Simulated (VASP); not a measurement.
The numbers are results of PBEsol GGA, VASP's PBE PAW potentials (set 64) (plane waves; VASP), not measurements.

Input for VASP

### INCAR
```
! general
SYSTEM  =  Na(111) slab
PREC    =  Normal
ENCUT   =  400
LREAL   =  .False.
LASPH   =  .True.

! electronic loop
EDIFF   =  1E-6
NELM    =  100
NELMIN  =  4
ALGO    =  Normal

! smearing
ISMEAR  =  1
SIGMA   =  0.1

! functional
GGA     =  PS

! output
LWAVE   =  .False.
LCHARG  =  .False.
LORBIT  =  11
LVHAR   =  .True.

! other
LDIPOL  =  .True.
IDIPOL  =  3
DIPOL   =  0.5 0.5 0.5
```

**POSCAR**
```
Na(111) slab
1
    5.8910062999     0.0000000000     0.0000000000
   -2.9455031500     5.1017607709     0.0000000000
    0.0000000000     0.0000000000    24.2874742739
Na
8
Direct
  0.6666670000   0.3333330000   0.3328006620
  0.3333330000   0.6666670000   0.3838961422
  1.0000000000   0.0000000000   0.4206456775
  0.6666670000   0.3333330000   0.4730575307
  0.3333330000   0.6666670000   0.5269424693
  0.0000000000   0.0000000000   0.5793543225
  0.6666670000   0.3333330000   0.6161038578
  0.3333330000   0.6666670000   0.6671993380
```

File KPOINTS:
```
kpoints
0
Gamma
  6 6 1
0 0 0
```

POTCAR, in this order: Na_pv (PBE.64 set). Program: vasp_std. Read from the step before: WAVECAR.

Output of the run:

**OSZICAR**
```
       N       E                     dE             d eps       ncg     rms          rms(c)
DAV:   1    -0.101437148327E+02   -0.10144E+02   -0.51620E-05   474   0.786E-02    0.406E-03
DAV:   2    -0.101437126700E+02    0.21627E-05   -0.99362E-06   332   0.303E-02    0.162E-03
DAV:   3    -0.101437123470E+02    0.32298E-06   -0.24043E-06   324   0.109E-02    0.528E-04
DAV:   4    -0.101437123735E+02   -0.26459E-07   -0.30600E-07   250   0.457E-03
   1 F= -.10143712E+02 E0= -.10143515E+02  d E =-.593403E-03
```

File OUTCAR:
```
------------------------ aborting loop because EDIFF is reached ----------------------------------------
  FORCE on cell =-STRESS in cart. coord.  units (eV):
  Direction    XX          YY          ZZ          XY          YZ          ZX
  --------------------------------------------------------------------------------------
  Total       -0.4737556     -0.4737556     -0.4568055      0.0000000      0.0000000     -0.0000000
  in kB       -1.0398556     -1.0398555     -1.0026514      0.0000000      0.0000000     -0.0000000
  external PRESSURE =      -1.0274542 kB  Pullay stress =       0.0000000 kB
  volume of cell :      729.95
      direct lattice vectors                 reciprocal lattice vectors
     5.891006300  0.000000000  0.000000000     0.169750285  0.098005379  0.000000000
    -2.945503150  5.101760771  0.000000000     0.000000000  0.196010759  0.000000000
     0.000000000  0.000000000 24.287474274     0.000000000  0.000000000  0.041173487
 POSITION                                       TOTAL-FORCE (eV/Angst)
 -----------------------------------------------------------------------------------
      2.94551      1.70059      8.08289         0.000000     -0.000000      0.020895
     -0.00000      3.40118      9.32387        -0.000000      0.000000     -0.025526
      0.00000      0.00000     10.21642         0.000000     -0.000000      0.021669
      2.94551      1.70059     11.48937        -0.000000      0.000000      0.013797
     -0.00000      3.40118     12.79810         0.000000      0.000000     -0.013797
      0.00000      0.00000     14.07105         0.000000      0.000000     -0.021669
      2.94551      1.70059     14.96361         0.000000     -0.000000      0.025526
     -0.00000      3.40118     16.20459         0.000000      0.000000     -0.020895
 -----------------------------------------------------------------------------------
    total drift:                                0.000000      0.000000      0.000000
  FREE ENERGIE OF THE ION-ELECTRON SYSTEM (eV)
  ---------------------------------------------------
  free  energy   TOTEN  =       -10.1437123735 eV

  energy  without entropy=      -10.1431189701  energy(sigma->0) =      -10.14351457

 total charge

# of ion       s       p       d       tot
------------------------------------------
    1        0.103   5.956   0.000   6.059
    2        0.106   5.965   0.000   6.071
    3        0.096   5.967   0.000   6.064
    4        0.093   5.970   0.000   6.063
    5        0.093   5.970   0.000   6.063
    6        0.096   5.967   0.000   6.064
    7        0.106   5.965   0.000   6.071
    8        0.103   5.956   0.000   6.059
--------------------------------------------------
tot          0.798  47.718   0.000  48.516
```
(Selected blocks of OUTCAR.)

The cell is a thin slab with vacuum, built from Na (bcc): (111) face.
